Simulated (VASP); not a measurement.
```xyz
64
Lattice="11.4648 0.0000 0.0000 0.0000 11.4648 0.0000 0.0000 0.0000 11.4648" Properties=species:S:1:pos:R:3 pbc="T T T"
Al     5.7312    11.4643     0.0011
Al     8.6017     2.8641     0.0148
Al     8.6010     0.0100     2.8657
Al    11.4639    11.4638    11.4647
Al     2.8682     2.8674    11.4553
Al     5.7316     5.7317     0.0027
Al     8.6013     8.6013    11.4536
Al     2.8676    11.4543     2.8666
Al     5.7420     2.8729     2.8719
Al     8.6010     5.7273     2.8695
Al     5.7319     0.0003     5.7318
Al     8.6017     2.8687     5.7285
Al     8.6013    11.4515     8.6001
Al    11.4619     5.7309     0.0016
Al     2.8644     8.6024     0.0142
Al    11.4529     2.8674     2.8661
Al     2.8690     5.7401     2.8674
Al     5.7262     8.6017     2.8675
Al    11.4617    11.4627     5.7338
Al     2.8675     2.8679     5.7415
Al     8.5963     8.5956     5.7413
Al     2.8656     0.0108     8.6003
Al     5.7264     2.8656     8.6036
Al     8.6023     5.7332     8.6024
Al     0.0102     8.6013     2.8655
Al     0.0001     5.7323     5.7315
Al     2.8672     8.6034     5.7270
Al     0.0120     2.8649     8.6005
Al     2.8626     5.7296     8.6058
Al     5.7354     8.6013     8.6014
Al    11.4507     8.6030     8.6004
As     7.1641     1.4385     1.4405
As    10.0271     4.2998     1.4388
As    10.0271     1.4382     4.3000
As     1.4345     1.4347     1.4351
As     4.3002     4.2984     1.4373
As     7.1669     7.1670     1.4350
As    10.0310    10.0313     1.4345
As     4.3001     1.4376     4.3001
As     7.1680     4.3056     4.3037
As    10.0311     7.1679     4.3013
As     7.1667     1.4349     7.1675
As    10.0338     4.2976     7.1672
As    10.0306     1.4345    10.0309
As     1.4366     7.1653     1.4379
As     4.2993    10.0291     1.4385
As     1.4363     4.2988     4.2997
As     4.2996     7.1711     4.2983
As     7.1676    10.0306     4.3010
As     1.4373     1.4365     7.1643
As     4.2931     4.2981     7.1763
As     7.1660     7.1651     7.1711
As    10.0244    10.0255     7.1638
As     4.3000     1.4369    10.0280
As     7.1664     4.2969    10.0346
As    10.0282     7.1648    10.0283
As     1.4375    10.0295     4.2993
As     1.4331     7.1687     7.1665
As     4.2987    10.0327     7.1670
As     1.4355     4.2994    10.0302
As     4.2986     7.1678    10.0352
As     7.1647    10.0290    10.0280
As     1.4343    10.0310    10.0311
Si     5.7226     5.7301     5.7389
```
Cell charge -1.

Method: HSE06 screened hybrid, VASP's PBE PAW potentials (set 64) (plane waves; VASP). Settings: PREC = Normal, LREAL = Auto, ISYM = 0, NELECT = 258.0, EDIFF = 1E-5, 400 eV cut-off, 1×1×1 Γ-centred mesh, Gaussian smearing of 0.050 eV, potentials Al As Si.

The cell is charged, with a uniform compensating background. The supercell is sampled at Γ alone, which is coarse: total energies, pressure and levels can be off, energies of defects by several tenths of an eV.

Q: Predict the energy per atom (σ→0).

A: 
```
Quantity                        Value
---------------------  --------------
energy per atom (σ→0)  -5.366 eV/atom
```

Only differences to runs with the same potentials and settings are physical.

The cell is a supercell with a defect, built from AlAs (zinc blende): Si_Al, charge -1. The cell's shape comes from a PBE relaxation. The run is not spin-polarised, so no state with unpaired spins was tried.
